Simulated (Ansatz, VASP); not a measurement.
**Ga3BO3 in VASP and in Ansatz**

```
Ga B O
1.0
     4.25140    0.00000    0.00000
     0.00000    4.25140    0.00000
     0.00000    0.00000    4.25140
Ga B O
3 1 3
Direct
  0.50000 0.00000 0.00000
  0.00000 0.50000 0.00000
  0.00000 0.00000 0.50000
  0.00000 0.00000 0.00000
  0.00000 0.50000 0.50000
  0.50000 0.00000 0.50000
  0.50000 0.50000 0.00000
```

Alike in both runs: functional PBE; k mesh 4 × 4 × 4; occupations gaussian, width 0.1 eV; no spin polarisation.

Ansatz relaxed the structure, and its values are those at the end. VASP's run is a single point on that final structure, the one shown.

```csv
,VASP,Ansatz
version,VASP 6.6.1,Ansatz 0.2.0
potentials or method,"VASP PAW PBE potentials, release 64 (Ga_d, B, O)","scalar-relativistic, plane waves, PAW"
plane-wave cutoff (eV),520,420
valence electrons in the cell,60,60
```

Ansatz gave:

```
gap on the k mesh at the Fermi level (eV) : none
pressure (GPa)                            : 0.0
```

Question: Estimate VASP's values.

Answer: gap on the k mesh at the Fermi level (eV): none; pressure (GPa): 0.5.

A gap of «none» marks a metal or a gap that the smearing closes.

Caveats: the k mesh is coarse (spacing up to 0.37 Å⁻¹), so the values aren't converged.
